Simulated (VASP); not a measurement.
OSZICAR of a VASP run on Cd2SeS (space group P3m1):

OSZICAR:
```
       N       E                     dE             d eps       ncg     rms          rms(c)
DAV:   1     0.149730441952E+03    0.14973E+03   -0.15499E+04  1232   0.123E+03
DAV:   2    -0.647203203368E+02   -0.21445E+03   -0.21083E+03  1400   0.329E+02
DAV:   3    -0.755512586206E+02   -0.10831E+02   -0.10801E+02  1466   0.753E+01
DAV:   4    -0.756440001962E+02   -0.92742E-01   -0.92696E-01  1450   0.691E+00
DAV:   5    -0.756452941689E+02   -0.12940E-02   -0.12939E-02  1490   0.770E-01    0.969E+00
DAV:   6    -0.689088580785E+02    0.67364E+01   -0.70226E+00  1376   0.359E+01    0.110E+01
DAV:   7    -0.668754701379E+02    0.20334E+01   -0.73014E-01  1256   0.865E+00    0.805E+00
DAV:   8    -0.674276094881E+02   -0.55214E+00   -0.56010E-01  1232   0.760E+00    0.864E-01
DAV:   9    -0.647420637105E+02    0.26855E+01   -0.11513E+00  1262   0.738E+00    0.103E+00
DAV:  10    -0.650381174797E+02   -0.29605E+00   -0.10168E-01  1274   0.244E+00    0.876E-01
DAV:  11    -0.650359834456E+02    0.21340E-02   -0.17411E-03  1526   0.327E-01    0.898E-01
DAV:  12    -0.651153925903E+02   -0.79409E-01   -0.59570E-03  1286   0.503E-01    0.699E-01
DAV:  13    -0.655537719500E+02   -0.43838E+00   -0.29712E-01  1334   0.327E+00    0.298E-01
DAV:  14    -0.655613218057E+02   -0.75499E-02   -0.27578E-02  1388   0.139E+00    0.279E-01
DAV:  15    -0.655357650265E+02    0.25557E-01   -0.89001E-03  1286   0.747E-01    0.132E-01
DAV:  16    -0.655663324074E+02   -0.30567E-01   -0.13512E-02  1244   0.812E-01    0.857E-02
DAV:  17    -0.655680918967E+02   -0.17595E-02   -0.14748E-03  1286   0.301E-01    0.126E-01
DAV:  18    -0.655704436597E+02   -0.23518E-02   -0.79097E-04  1268   0.214E-01    0.557E-02
DAV:  19    -0.655706273851E+02   -0.18373E-03   -0.39748E-04  1304   0.157E-01    0.214E-02
DAV:  20    -0.655707193024E+02   -0.91917E-04   -0.88964E-05  1322   0.729E-02    0.181E-02
DAV:  21    -0.655707248375E+02   -0.55351E-05   -0.17764E-05  1340   0.314E-02    0.704E-03
DAV:  22    -0.655707241617E+02    0.67582E-06   -0.34001E-06  1322   0.137E-02    0.439E-03
DAV:  23    -0.655707321769E+02   -0.80152E-05   -0.35347E-06  1256   0.165E-02    0.191E-03
DAV:  24    -0.655707323342E+02   -0.15727E-06   -0.61747E-07  1484   0.509E-03    0.297E-03
DAV:  25    -0.655707326932E+02   -0.35903E-06   -0.13938E-07   808   0.274E-03    0.176E-03
DAV:  26    -0.655707327454E+02   -0.52163E-07   -0.10382E-07   838   0.295E-03
   1 F= -.65570733E+02 E0= -.65570733E+02  d E =0.000000E+00
       N       E                     dE             ncg
       N       E                     dE             ncg
```

Task: Which electronic solver shows in the log?

Result: It is blocked Davidson (ALGO = Normal, or the opening steps of other solvers). The INCAR had ALGO = Normal.

Task: Can the final energy be trusted as converged?

Result: Self-consistency was reached. It stopped with EDIFF = 1E-7, NELM = 100 (r2SCAN meta-GGA, plane waves, VASP's PBE PAW potentials (set 64)).

The structure comes from a computed database's Cd2SeS entry (P3m1); how it stands against other phases isn't given here. It was relaxed first.
